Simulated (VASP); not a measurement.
# LiMg4 (Im-3m) in VASP: notebook

The runs below take LiMg4 through single point, relaxation of cell and atoms, with PBE.

Program: VASP 6.6.1. These are calculated values, not measurements. Logs are shortened: lines on timing, memory, paths and dates and some standing lists are left out, and cuts for length are marked.

## 1. The undisturbed crystal

It takes space group Im-3m (No. 229, cubic). The conventional cell has a = 6.389 Å, b = 6.389 Å, c = 6.389 Å, α = 90.00°, β = 90.00°, γ = 90.00°. Li (site symmetry m-3m) is surrounded by 8 Mg at 2.77 Å. Mg (site symmetry -3m) is surrounded by 2 Li at 2.77 Å.

The cell was built by a generator and needn't be a form met in nature.

## 2. Single point, PBE (random cell by space group and Wyckoff sites (Im-3m, No. 229))

The input, INCAR:

```
SYSTEM = LiMg4
PREC     = Accurate       ! precision mode
ENCUT    = 520            ! plane-wave cutoff, eV
EDIFF    = 1E-6           ! SCF threshold, eV
ISMEAR   = 0              ! smearing method
SIGMA    = 0.1            ! smearing width, eV
LREAL    = .FALSE.        ! projectors in reciprocal space
LASPH    = .TRUE.         ! aspherical terms in the spheres
NELM     = 80             ! most SCF steps
ALGO     = Fast           ! electronic algorithm
ISIF     = 2              ! what is computed and relaxed
LWAVE    = .FALSE.        ! write WAVECAR
LCHARG   = .TRUE.         ! write CHGCAR
GGA      = PE             ! functional
LELF     = .TRUE.         ! ELF
LVHAR    = .TRUE.       
NBANDS   = 14             ! bands
```

The input, KPOINTS:

```
regular mesh
0
G
  8 8 8
  0 0 0
```

The input, POSCAR:

```
LiMg4
1.0
   -3.1944900676      3.1944900676      3.1944900676
    3.1944900676     -3.1944900676      3.1944900676
    3.1944900676      3.1944900676     -3.1944900676
Li Mg
1 4
Direct
    0.0000000000      0.0000000000      0.0000000000
    0.5000000000      0.5000000000      0.5000000000
    0.0000000000      0.0000000000      0.5000000000
    0.0000000000      0.5000000000      0.0000000000
    0.5000000000      0.0000000000      0.0000000000
```

Potentials or basis: VASP PAW PBE potentials, release 64 (Li_sv, Mg).

Run with:

```bash
$ cat potpaw_PBE.64/Li_sv/POTCAR potpaw_PBE.64/Mg/POTCAR > POTCAR
$ mpirun -np 1 vasp_std > vasp.out
```

OUTCAR:

```text
SYSTEM = LiMg4
   PREC = Accurate
   ENCUT = 520
   EDIFF = 1E-6
   ISMEAR = 0
   LREAL = .FALSE.
   LASPH = .TRUE.
   NELM = 80
   ISIF = 2
   GGA = PE

 ion  position               nearest neighbor table
   1  0.000  0.000  0.000-   2 2.77   3 2.77   4 2.77   5 2.77   3 2.77   4 2.77   5 2.77   2 2.77

   2  0.500  0.500  0.500-   1 2.77   1 2.77   4 3.19   5 3.19   5 3.19   4 3.19   3 3.19   3 3.19

   3  0.000  0.000  0.500-   1 2.77   1 2.77   4 3.19   5 3.19   2 3.19   4 3.19   5 3.19   2 3.19

   4  0.000  0.500  0.000-   1 2.77   1 2.77   3 3.19   5 3.19   2 3.19   3 3.19   2 3.19   5 3.19

   5  0.500  0.000  0.000-   1 2.77   1 2.77   3 3.19   4 3.19   2 3.19   2 3.19   3 3.19   4 3.19

  LATTYP: Found a body centered cubic cell.
 ALAT       =     6.3889801352

  Lattice vectors:

 A1 = (  -3.1944900676,   3.1944900676,   3.1944900676)
 A2 = (   3.1944900676,  -3.1944900676,   3.1944900676)
 A3 = (   3.1944900676,   3.1944900676,  -3.1944900676)

Analysis of symmetry for initial positions (statically):
=====================================================================
 Subroutine PRICEL returns:
 Original cell was already a primitive cell.

 Routine SETGRP: Setting up the symmetry group for a
 body centered cubic supercell.

 Subroutine GETGRP returns: Found 48 space group operations
 (whereof 48 operations were pure point group operations)
 out of a pool of 48 trial point group operations.

The static configuration has the point symmetry O_h .

Analysis of symmetry for dynamics (positions and initial velocities):
=====================================================================
 Subroutine PRICEL returns:
 Original cell was already a primitive cell.

 Routine SETGRP: Setting up the symmetry group for a
 body centered cubic supercell.

 Subroutine GETGRP returns: Found 48 space group operations
 (whereof 48 operations were pure point group operations)
 out of a pool of 48 trial point group operations.

The dynamic configuration has the point symmetry O_h .

 Subroutine INISYM returns: Found 48 space group operations
 (whereof 48 operations are pure point group operations),
 and found     1 'primitive' translations

----------------------------------------------------------------------------------------

                                     Primitive cell

[... 110 lines left out ...]
   EFERMI =   0.00;   METHOD = LEGACY
   ISMEAR =     0;   SIGMA  =   0.10  broadening in eV -4-tet -1-fermi 0-gaus
   EFERMI_NEDOS =   21; number of points for ismear=-14 and -15
   IALGO  =     68    algorithm
   IMIX   =      4    mixing-type and parameters
     AMIX     =   0.40;   BMIX     =  1.00
     AMIX_MAG =   1.60;   BMIX_MAG =  1.00
  volume/ion in A,a.u.               =      26.08       175.99
  Fermi-wavevector in a.u.,A,eV,Ry     =   0.717989  1.356802  7.013906  0.515508
  Thomas-Fermi vector in A             =   1.806811
   LORBIT       =      0    0 simple, 1 ext, 2 COOP (PROOUT), +10 PAW based schemes
   GGA     = PE    functional components
   LHFCALC =     F    Hartree Fock is set to
   AEXX    =    0.0000 exact exchange contribution
   IVDW    =     0    specifies the selected vdW correction
   LEPSILON=     F    determine dielectric tensor
   LRPA    =     F    only Hartree local field effects (RPA)
 non-spin polarized calculation
 RMM-DIIS sequential band-by-band and
 Gauss-broadening in eV      SIGMA  =   0.10
  energy-cutoff  :      520.00
  volume of cell :      130.40
 maximum number of plane-waves:      3564
 NGX is ok and might be reduce to    42
   NGX = 21   NGY = 21   NGZ = 21

 number of electron      11.0000008 magnetization

 Free energy of the ion-electron system (eV)
  ---------------------------------------------------
  ext. energy  EPLUGINS =         0.00000000
  ---------------------------------------------------
  free energy    TOTEN  =        -6.52797763 eV

  energy without entropy =       -6.51030710  energy(sigma->0) =       -6.51914236

 E-fermi :   1.5182     XC(G=0):  -7.7422

 val. band max:        1.5097919655   @ k =  -0.2500   0.2500   0.1250
 cond. band min:       1.5225659098   @ k =   0.3750   0.1250   0.0000
 fundamental gap:      0.0127739443
 Fermi energy:         1.5181953377

 k-point     1 :       0.0000    0.0000    0.0000
  band No.  band energies     occupation
      1     -44.4769      2.00000
      2      -4.2878      2.00000
      3       1.4929      1.27930
      4       1.4929      1.27929
      5       1.4929      1.27929
      6       2.6735      0.00000
      7       2.6735      0.00000
      8       2.6735      0.00000
      9       2.6758      0.00000
     10       2.6758      0.00000
     11       2.6758      0.00000
     12       4.1247      0.00000
     13       4.1247      0.00000
     14       4.2435      0.00000
[... 377 lines left out ...]
      1     -44.4769      2.00000
      2      -2.8806      2.00000
      3      -1.2270      2.00000
      4      -0.7094      2.00000
      5       0.1091      2.00000
      6       0.7367      2.00000
      7       2.3166      0.00000
      8       2.8617      0.00000
      9       3.1756      0.00000
     10       4.5865      0.00000
     11       5.5243      0.00000
     12       7.3626      0.00000
     13       7.8624      0.00000
     14       8.1796      0.00000

 [... further k-points ...]

------------------------ aborting loop because EDIFF is reached ----------------------------------------

  FORCE on cell =-STRESS in cart. coord.  units (eV):
  Direction    XX          YY          ZZ          XY          YZ          ZX
  --------------------------------------------------------------------------------------
  -------------------------------------------------------------------------------------
  Total       -0.0775229     -0.0775229     -0.0775229      0.0000000      0.0000000      0.0000000
  in kB       -0.9525240     -0.9525240     -0.9525240      0.0000000      0.0000000      0.0000000
  external PRESSURE =      -0.9525240 kB  Pullay stress =       0.0000000 kB

 VOLUME and BASIS-vectors are now :
 -----------------------------------------------------------------------------
  energy-cutoff  :      520.00
  volume of cell :      130.40
      direct lattice vectors                 reciprocal lattice vectors
    -3.194490068  3.194490068  3.194490068     0.000000000  0.156519504  0.156519504
     3.194490068 -3.194490068  3.194490068     0.156519504  0.000000000  0.156519504
     3.194490068  3.194490068 -3.194490068     0.156519504  0.156519504  0.000000000

 POSITION                                       TOTAL-FORCE (eV/Angst)
 -----------------------------------------------------------------------------------
      0.00000      0.00000      0.00000         0.000000      0.000000     -0.000000
      1.59725      1.59725      1.59725         0.000000     -0.000000      0.000000
      1.59725      1.59725     -1.59725        -0.000000      0.000000     -0.000000
      1.59725     -1.59725      1.59725         0.000000      0.000000      0.000000
     -1.59725      1.59725      1.59725        -0.000000      0.000000      0.000000
 -----------------------------------------------------------------------------------
    total drift:                                0.000000     -0.000000      0.000000

  FREE ENERGIE OF THE ION-ELECTRON SYSTEM (eV)
  ---------------------------------------------------
  free  energy   TOTEN  =        -6.5279776265 eV

  energy  without entropy=       -6.5103070993  energy(sigma->0) =       -6.51914236
```

stdout:

```text
POSCAR found type information on POSCAR LiMg
 POSCAR found :  2 types and       5 ions
 scaLAPACK will be used
 LDA part: xc-table for (Slater+PW92), standard interpolation
 POSCAR, INCAR and KPOINTS ok, starting setup
 FFT: planning ... GRIDC
 FFT: planning ... GRID_SOFT
 FFT: planning ... GRID
 WAVECAR not read
 entering main loop
```

Wall time 74 s (1 thread of Intel Xeon Platinum 8559C (Emerald Rapids), shared host); peak memory 0.27 GiB.

Results:

- Free energy: -6.5280 eV
- Band gap on the k mesh: none (metal or under the smearing width)

Caveat: the cutoff is under 1.25 times the usual one of these potentials, so pressure, stress and relaxed cells hold a basis-set (Pulay) error.

## 3. Relaxation of cell and atoms, PBE (random cell by space group and Wyckoff sites (Im-3m, No. 229))

The input, INCAR:

```
PREC = Accurate ; ENCUT = 600
EDIFF = 1E-6 ; ISMEAR = 0
SIGMA = 0.1 ; LREAL = False
LASPH = True ; NELM = 80
ALGO = Normal ; ISIF = 3
LWAVE = False ; LCHARG = False
GGA = PE ; IBRION = 2
NSW = 100 ; EDIFFG = -0.01
```

The input, KPOINTS:

```
regular mesh
0
Gamma
  8 8 8
```

Changes to POSCAR since step 2:

```diff
@@ -2,5 +2,5 @@
 1.0
-   -3.1944900676      3.1944900676      3.1944900676
-    3.1944900676     -3.1944900676      3.1944900676
-    3.1944900676      3.1944900676     -3.1944900676
+   -3.2015764058      3.2015764058      3.2015764058
+    3.2015764058     -3.2015764058      3.2015764058
+    3.2015764058      3.2015764058     -3.2015764058
 Li Mg
```

Potentials or basis: VASP PAW PBE potentials, release 64 (Li_sv, Mg).

Run with:

```bash
$ cat potpaw_PBE.64/Li_sv/POTCAR potpaw_PBE.64/Mg/POTCAR > POTCAR
$ mpirun -np 1 vasp_std > vasp.out
```

OUTCAR:

```text
PREC = Accurate
   ENCUT = 600
   EDIFF = 1E-6
   ISMEAR = 0
   LREAL = False
   LASPH = True
   NELM = 80
   ISIF = 3
   GGA = PE
   IBRION = 2
   NSW = 100
   EDIFFG = -0.01

 ion  position               nearest neighbor table
   1  0.000  0.000  0.000-   2 2.77   3 2.77   4 2.77   5 2.77   3 2.77   4 2.77   5 2.77   2 2.77

   2  0.500  0.500  0.500-   1 2.77   1 2.77   4 3.20   5 3.20   5 3.20   4 3.20   3 3.20   3 3.20

   3  0.000  0.000  0.500-   1 2.77   1 2.77   4 3.20   5 3.20   2 3.20   4 3.20   5 3.20   2 3.20

   4  0.000  0.500  0.000-   1 2.77   1 2.77   3 3.20   5 3.20   2 3.20   3 3.20   2 3.20   5 3.20

   5  0.500  0.000  0.000-   1 2.77   1 2.77   3 3.20   4 3.20   2 3.20   2 3.20   3 3.20   4 3.20

  LATTYP: Found a body centered cubic cell.
 ALAT       =     6.4031528116

  Lattice vectors:

 A1 = (  -3.2015764058,   3.2015764058,   3.2015764058)
 A2 = (   3.2015764058,  -3.2015764058,   3.2015764058)
 A3 = (   3.2015764058,   3.2015764058,  -3.2015764058)

Analysis of symmetry for initial positions (statically):
=====================================================================
 Subroutine PRICEL returns:
 Original cell was already a primitive cell.

 Routine SETGRP: Setting up the symmetry group for a
 body centered cubic supercell.

 Subroutine GETGRP returns: Found 48 space group operations
 (whereof 48 operations were pure point group operations)
[... 250 lines left out ...]

 number of electron      11.0000003 magnetization

 Free energy of the ion-electron system (eV)
  ---------------------------------------------------
  ext. energy  EPLUGINS =         0.00000000
  ---------------------------------------------------
  free energy    TOTEN  =        -6.52852930 eV

  energy without entropy =       -6.51096206  energy(sigma->0) =       -6.51974568

 E-fermi :   1.5369     XC(G=0):  -7.7555

 val. band max:        1.5265988427   @ k =  -0.2500   0.2500   0.1250
 cond. band min:       1.5420882599   @ k =   0.3750   0.1250   0.0000
 fundamental gap:      0.0154894172
 Fermi energy:         1.5369178793

 k-point     1 :       0.0000    0.0000    0.0000
  band No.  band energies     occupation
      1     -44.4527      2.00000
      2      -4.2839      2.00000
      3       1.5111      1.28453
      4       1.5111      1.28453
      5       1.5111      1.28451
      6       2.6954      0.00000
      7       2.6954      0.00000
      8       2.7096      0.00000
      9       2.7096      0.00000
[... 265 lines left out ...]
 k-point    24 :      -0.3750    0.3750    0.2500
  band No.  band energies     occupation
      1     -44.4527      2.00000
      2      -2.8723      2.00000
      3      -1.2131      2.00000
      4      -0.6924      2.00000
      5       0.1225      2.00000
      6       0.7516      2.00000
      7       2.3370      0.00000
      8       2.8879      0.00000
      9       3.1988      0.00000

 [... further k-points ...]

------------------------ aborting loop because EDIFF is reached ----------------------------------------

  FORCE on cell =-STRESS in cart. coord.  units (eV):
  Direction    XX          YY          ZZ          XY          YZ          ZX
  --------------------------------------------------------------------------------------
  -------------------------------------------------------------------------------------
  Total        0.0031151      0.0031151      0.0031151      0.0000000      0.0000000     -0.0000000
  in kB        0.0384508      0.0384508      0.0384508      0.0000000      0.0000000     -0.0000000
  external PRESSURE =       0.0384508 kB  Pullay stress =       0.0000000 kB
[... 20 lines left out ...]
  FREE ENERGIE OF THE ION-ELECTRON SYSTEM (eV)
  ---------------------------------------------------
  free  energy   TOTEN  =        -6.5285293023 eV

  energy  without entropy=       -6.5109620571  energy(sigma->0) =       -6.51974568

 reached required accuracy - stopping structural energy minimisation
```

OSZICAR:

```text
N       E                     dE             d eps       ncg     rms          rms(c)
DAV:   1     0.115958818418E+02    0.11596E+02   -0.30740E+03   522   0.983E+02
DAV:   2    -0.588786469667E+01   -0.17484E+02   -0.16925E+02   677   0.113E+02
DAV:   3    -0.694630466794E+01   -0.10584E+01   -0.10364E+01   788   0.219E+01
[... 19 lines left out ...]
DAV:   1    -0.652864107987E+01   -0.37801E-03   -0.57970E-03   914   0.722E-01    0.111E-01
DAV:   2    -0.652856516565E+01    0.75914E-04   -0.66859E-05   605   0.929E-02    0.651E-02
DAV:   3    -0.652853067143E+01    0.34494E-04   -0.10883E-04   995   0.575E-02    0.976E-03
DAV:   4    -0.652852960561E+01    0.10658E-05   -0.75547E-06   619   0.272E-02    0.512E-03
DAV:   5    -0.652852930226E+01    0.30335E-06   -0.71401E-07   278   0.101E-02
   3 F= -.65285293E+01 E0= -.65197457E+01  d E =-.107625E-02
```

Wall time 74 s (1 thread of Intel Xeon Platinum 8559C (Emerald Rapids), shared host); peak memory 0.35 GiB.

Results:

| Property | Result |
| --- | --- |
| Free energy | -6.5285 eV |
| Relaxed volume | 25.96 Å³/atom |
| Relaxed cell | a = 5.525 Å, b = 5.525 Å, c = 5.525 Å, α = 109.47°, β = 109.47°, γ = 109.47° |
| Space group after relaxing (to 0.05 Å) | Im-3m (No. 229) |
| Energy gained by relaxing | 0.2 meV/atom |
| Ionic steps | 3 |
| Pressure after relaxing | 0.0 GPa |
| Band gap on the k mesh | none (metal or under the smearing width) |

The path:
| step | energy change (eV) | largest force (eV/Å) | pressure (GPa) | volume (Å³) |
| --- | --- | --- | --- | --- |
| 1 | 0.0000 | 0.0000 | -0.23 | 131.27 |
| 2 | -0.0008 | 0.0000 | -0.12 | 130.54 |
| 3 | -0.0011 | 0.0000 | 0.00 | 129.80 |

Final structure:
```cif
data_structure
_symmetry_space_group_name_H-M 'P 1'
_symmetry_Int_Tables_number 1
_cell_length_a 5.5246
_cell_length_b 5.5246
_cell_length_c 5.5246
_cell_angle_alpha 109.471
_cell_angle_beta 109.471
_cell_angle_gamma 109.471
_cell_volume 129.80
loop_
_atom_site_label
_atom_site_type_symbol
_atom_site_fract_x
_atom_site_fract_y
_atom_site_fract_z
_atom_site_occupancy
Li1 Li 0.00000 0.00000 0.00000 1
Mg1 Mg 0.50000 0.50000 0.50000 1
Mg2 Mg 0.00000 0.00000 0.50000 1
Mg3 Mg 0.00000 0.50000 0.00000 1
Mg4 Mg 0.50000 0.00000 0.00000 1
```

Caveat: the cutoff is under 1.25 times the usual one of these potentials, so pressure, stress and relaxed cells hold a basis-set (Pulay) error.

## 4. Single point, PBE (random cell by space group and Wyckoff sites (Im-3m, No. 229))

The input, INCAR:

```
PREC = Accurate
ENCUT = 520
EDIFF = 1E-6
ISMEAR = 0
SIGMA = 0.1
LREAL = False
LASPH = True
NELM = 100
ALGO = Normal
ISIF = 2
LWAVE = False
LCHARG = False
GGA = PE
NBANDS = 14
```

The input, KPOINTS:

```
regular mesh
0
Gamma
  4 4 4
```

Changes to POSCAR since step 3:

```diff
@@ -2,5 +2,5 @@
 1.0
-   -3.2015764058      3.2015764058      3.2015764058
-    3.2015764058     -3.2015764058      3.2015764058
-    3.2015764058      3.2015764058     -3.2015764058
+   -2.7525388400      2.7525388400      2.7525388400
+    2.7525388400     -2.7525388400      2.7525388400
+    2.7525388400      2.7525388400     -2.7525388400
 Li Mg
```

Run with:

```bash
$ cat potpaw_PBE.64/Li_sv/POTCAR potpaw_PBE.64/Mg/POTCAR > POTCAR
$ mpirun -np 1 vasp_std > vasp.out
```

Wall time 15 s (1 thread of Intel Xeon Platinum 8559C (Emerald Rapids), shared host); peak memory 0.19 GiB.

The run converged. Its results:

- Free energy: -4.1159 eV
- Band gap on the k mesh: none (metal or under the smearing width)

Levels at points of the mesh, in eV from the Fermi level:
```
           k point  band 3  band 4  band 5  band 6  band 7  band 8
(0.00, 0.00, 0.00)    0.06    0.06    0.06    1.63    1.63    1.63
(0.50, 0.00, 0.00)   -4.86   -1.20   -0.97   -0.13   -0.12    2.64
(0.50, 0.50, 0.50)   -3.09   -3.09   -2.60   -2.60   -2.30    4.98
```

Caveat: the k mesh is coarse (spacing up to 0.40 Å⁻¹), so the values aren't converged; the cutoff is under 1.25 times the usual one of these potentials, so pressure, stress and relaxed cells hold a basis-set (Pulay) error.

## 5. The runs side by side

```csv
task,cell,k mesh,cutoff (eV),mesh quality,gap on the mesh (eV)
single point,"random cell by space group and Wyckoff sites (Im-3m, No. 229)",8 × 8 × 8,520,not flagged,none
relaxation of cell and atoms,"relaxed from: random cell by space group and Wyckoff sites (Im-3m, No. 229)",8 × 8 × 8,600,not flagged,none
single point,"random cell by space group and Wyckoff sites (Im-3m, No. 229)",4 × 4 × 4,520,coarse,none
```

Alike in all rows: level PBE; potentials or basis VASP PAW PBE potentials, release 64 (Li_sv, Mg); no spin polarisation; smearing gaussian 0.1 eV.

Caveats: some runs use coarse meshes; the cutoff is under 1.25 times the usual one of these potentials, so pressure, stress and relaxed cells hold a basis-set (Pulay) error.

Total energies depend on the potentials used, so only differences within one code and one set of settings carry meaning.
